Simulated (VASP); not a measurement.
Data:

```
CELL_PARAMETERS angstrom
      1.57590    -2.72954     0.00000
      1.57590     2.72954     0.00000
      0.00000     0.00000     3.59040
ATOMIC_POSITIONS crystal
  Mg 0.00000 0.00000 0.00000
  B  0.33333 0.66667 0.50000
  B  0.66667 0.33333 0.50000
```

Level of theory: PBE GGA, VASP's PBE PAW potentials (set 64) (plane waves; VASP). Numerical set-up: 520 eV cut-off, 8×8×7 Γ-centred mesh, first-order Methfessel-Paxton smearing of 0.10 eV, potentials Mg B.

Task: Give the stress tensor in GPa (positive for a compressed cell).

Result: 
```
-10.21    0.00    0.00
  0.00  -10.21    0.00
  0.00    0.00   -7.74
```
The pressure is its mean diagonal, -9.38 GPa.

The compound is MgB2 in the AlB2 type structure. The cell was not relaxed at this level.
